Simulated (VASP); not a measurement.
A convergence study with VASP on Nb (bcc): one setting is varied, all else stays as given below, so the limit is that of these other settings.

```
Nb
1.0
   -1.65000     1.65000     1.65000
    1.65000    -1.65000     1.65000
    1.65000     1.65000    -1.65000
Nb
1
Direct
  0.00000   0.00000   0.00000
```

Level of theory: PBE GGA, VASP's PBE PAW potentials (set 64) (plane waves; VASP). The tightest run used: 550 eV cut-off, 25×25×25 Γ-centred mesh, first-order Methfessel-Paxton smearing of 0.10 eV, potentials Nb_sv.

The reference is 25×25×25 mesh, which took about 50 core-seconds. Costs are core time on shared hosts, one run each; read them as rough ratios.

Problem. Of the settings 1×1×1 mesh; 2×2×2 mesh; 3×3×3 mesh; 4×4×4 mesh; 5×5×5 mesh; 6×6×6 mesh; 7×7×7 mesh; 8×8×8 mesh; 9×9×9 mesh; 10×10×10 mesh; 11×11×11 mesh; 12×12×12 mesh; 14×14×14 mesh; 15×15×15 mesh; 16×16×16 mesh; 17×17×17 mesh; 18×18×18 mesh; 19×19×19 mesh; 20×20×20 mesh; 21×21×21 mesh; 22×22×22 mesh; 23×23×23 mesh; 24×24×24 mesh; 25×25×25 mesh, which is the lowest that keeps the difference from the reference in E (eV/atom) within 0.01 from there on, and what does it cost?

Solution. 14×14×14 mesh; its cost over the reference is about 1/3.
```csv
setting,difference in E (eV/atom),cost over the reference
1×1×1 mesh,1.1971,about 1/30
2×2×2 mesh,1.0263,about 1/30
3×3×3 mesh,0.0918,about 1/20
4×4×4 mesh,0.0232,about 1/20
5×5×5 mesh,0.0534,about 1/20
6×6×6 mesh,0.0091,about 1/10
7×7×7 mesh,0.0281,about 1/10
8×8×8 mesh,0.0259,about 1/10
9×9×9 mesh,0.0090,about 1/9
10×10×10 mesh,0.0229,about 1/7
11×11×11 mesh,0.0094,about 1/6
12×12×12 mesh,0.0134,about 1/5
14×14×14 mesh,0.0043,about 1/3
15×15×15 mesh,0.0014,about 1/3
16×16×16 mesh,0.0017,about 1/3
17×17×17 mesh,0.0003,about 1/2
18×18×18 mesh,0.0002,about 1/2
19×19×19 mesh,0.0021,about 1/2
20×20×20 mesh,0.0009,within a factor of 2
21×21×21 mesh,0.0007,within a factor of 2
22×22×22 mesh,0.0007,within a factor of 2
23×23×23 mesh,0.0019,within a factor of 2
24×24×24 mesh,0.0007,within a factor of 2
25×25×25 mesh,0.0000,reference
```

Left out are rungs that failed or repeat a setting and relaxations that didn't move; long series are thinned to 24 rows.

The compound is Nb in the bcc structure. The cell was not relaxed at this level.
